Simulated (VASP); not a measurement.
Method: LDA (Ceperley-Alder, Perdew-Zunger), VASP's LDA PAW potentials (set 64) (plane waves; VASP 6.6.1).

VASP ran on this input.

File KPOINTS:
```
K-points
0
G
  7 7 7
0 0 0
```

File POSCAR:
```
InP
1
   -0.0000000000     2.9138754655     2.9138754655
    2.9138754655     0.0000000000     2.9138754655
    2.9138754655     2.9138754655    -0.0000000000
In P
1 1
Direct
  0.0000000000   0.0000000000   0.0000000000
  0.2500000000   0.2500000000   0.2500000000
```

INCAR:
```
! general
SYSTEM  = InP
PREC    = Accurate
ENCUT   = 400   ! plane-wave cut-off (eV)
LREAL   = .FALSE.   ! projection in real space or not
LASPH   = .TRUE.   ! aspherical one-centre terms

! electronic loop
EDIFF   = 1E-6   ! SCF stop (eV)
NELM    = 100
ALGO    = Normal   ! blocked Davidson
LMAXMIX = 4

! smearing
ISMEAR  = 0   ! Gaussian
SIGMA   = 0.05   ! width (eV)

! ions
IBRION  = 2   ! conjugate gradients
NSW     = 60
ISIF    = 3
EDIFFG  = -0.01   ! ionic stop

! output
LWAVE   = .FALSE.
LCHARG  = .FALSE.
```

POTCAR, in this order: In_d P (LDA.64 set). Program: vasp_std.

Problem. What will the output report for the number of irreducible k-points (NKPTS), largest plane-wave count, number of space-group operations, FFT grid (NGX, NGY, NGZ)?

Solution. 
| Quantity | Value |
|---|---|
| number of irreducible k-points (NKPTS) | 20 |
| largest plane-wave count | 911 |
| number of space-group operations | 24 |
| FFT grid (NGX, NGY, NGZ) | 28 × 28 × 28 |

The compound is InP in the zinc blende structure. It was relaxed first. The start is the result of an earlier pass.
